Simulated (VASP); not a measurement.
Cost and result of VASP (PAW) for the lattice constant a of Pt3Ti (L1_2). Static lattice. The cost counts the five points of the equation of state, each on the mesh and cut-off of its row, so the ratios hold those differences too. With PBE it took about 7 core-minutes. The timings are rough (shared machines, no repeats); factors under 2 mean little.

| level | k-mesh | cut-off (eV) | lattice constant a (Å) | cost over PBE |
|---|---|---|---|---|
| LDA | 8×8×8 | 520 | 3.877 | within a factor of 2 |
| PBE | 8×8×8 | 520 | 3.947 | reference |
| PBEsol | 8×8×8 | 520 | 3.899 | within a factor of 2 |
| r2SCAN | 8×8×8 | 520 | [?] | [?] |

Q: Some entries are withheld; supply them.

A: 
- r2SCAN, lattice constant a (Å): 3.925
- r2SCAN, cost over PBE: about 5 times

Left out are levels that failed, ran on another kind of processor or have no fit band path; at most nine are shown.

The compound is Pt3Ti in the L1_2 structure.
